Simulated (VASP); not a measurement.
Consider the following.

```
Tl
1.0
   -3.05462     3.05462     1.61265
    3.05462    -3.05462     1.61265
    3.05462     3.05462    -1.61265
Tl
2
Direct
  0.75000   0.25000   0.50000
  0.00000   0.00000   0.00000
```

Calculation: PBEsol GGA, VASP's PBE PAW potentials (set 64) (plane waves; VASP 6.6.1). Numerical set-up: 400 eV cut-off, 14×14×14 Γ-centred mesh, tetrahedra with Blöchl corrections, potentials Tl_d.

Unless said otherwise, spin-orbit coupling is left out, though it shifts the bands of the heavy elements here.

Question: What does the run give for the energy per atom (σ→0), band gap (on the k-mesh) with the smallest direct gap where there is one?

Answer: 
The band gap (on the k-mesh) is none (metal, semimetal or under 0.01 eV) and the energy per atom (σ→0) is -2532 meV/atom.

The structure was generated: Tl was put into the beta-Sn type (I4_1/amd), which need not be its known phase. It was relaxed first.
